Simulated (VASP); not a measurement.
A VASP calculation is set up with these files.

**INCAR**
```
SYSTEM = PtS2
PREC = Accurate
ENCUT = 400
EDIFF = 1E-6
NELM = 100
ALGO = Normal
LREAL = .FALSE.
LASPH = .TRUE.
ISMEAR = 0
SIGMA = 0.05
GGA = PE
LMAXMIX = 6
LWAVE = .FALSE.
LCHARG = .FALSE.
ISIF = 2
LSORBIT = .TRUE.
MAGMOM = 0 0 0 0 0 0 0 0 0
GGA_COMPAT = .FALSE.
```

### POSCAR
```
PtS2
1
    1.7700000000    -3.0657300000     0.0000000000
    1.7700000000     3.0657300000     0.0000000000
    0.0000000000     0.0000000000     5.0400000000
Pt S
1 2
Direct
  0.0000000000   0.0000000000   0.0000000000
  0.3333330000   0.6666670000   0.2300000000
  0.6666670000   0.3333330000   0.7700000000
```

**KPOINTS**
```
Automatic mesh
0
Gamma
6 6 4
0 0 0
```

POTCAR, in this order: Pt S (PBE.64 set). Program: vasp_std.

The run wrote:

**standard output**
```
 POSCAR found type information on POSCAR PtS
 POSCAR found :  2 types and       3 ions
 Reading from existing POTCAR

 -----------------------------------------------------------------------------
|                                                                             |
|     EEEEEEE  RRRRRR   RRRRRR   OOOOOOO  RRRRRR      ###     ###     ###     |
|     E        R     R  R     R  O     O  R     R     ###     ###     ###     |
|     E        R     R  R     R  O     O  R     R     ###     ###     ###     |
|     EEEEE    RRRRRR   RRRRRR   O     O  RRRRRR       #       #       #      |
|     E        R   R    R   R    O     O  R   R                               |
|     E        R    R   R    R   O     O  R    R      ###     ###     ###     |
|     EEEEEEE  R     R  R     R  OOOOOOO  R     R     ###     ###     ###     |
|                                                                             |
|     ERROR: Noncollinear calculations require that VASP is compiled          |
|     without the flag -DNGXhalf and-DNGZhalf.                                |
|     You probably tried to run a noncollinear calculation                    |
|     (LNONCOLLINEAR=T) with the executable vasp_std. Use vasp_ncl            |
|     instead!                                                                |
|                                                                             |
|       ---->  I REFUSE TO CONTINUE WITH THIS SICK JOB ... BYE!!! <----       |
|                                                                             |
 -----------------------------------------------------------------------------
```

Q: Read input and log: which fault does this run have?
A) fractional coordinates stand under the word Cartesian
B) MAGMOM holds more values than there are atoms
C) a metal was run with a tiny SIGMA on a coarse mesh
D) LSORBIT needs the non-collinear program vasp_ncl

A: D, LSORBIT needs the non-collinear program vasp_ncl. VASP stops with an error: ERROR: Noncollinear calculations require that VASP is compiled without the flag -DNGXhalf and-DNGZhalf. You probably tried to run a noncollinear calculation (LNONCOLLINEAR=T) with the executable vasp_std. Use vasp_ncl instead! ----> I REFUSE TO CONTINUE WITH THIS SICK JOB ... BYE!!! <----

To mend it, run vasp_ncl.

The mended run (PBE GGA with spin-orbit coupling, plane waves, VASP's PBE PAW potentials (set 64)) converges, and its OSZICAR ends with
```
   1 F= -.15677149E+02 E0= -.15677149E+02  d E =-.389628E-11  mag=    -0.0000    -0.0000     0.0000
```

The compound is PtS2 in the 1T layered structure. The cell was not relaxed at this level.
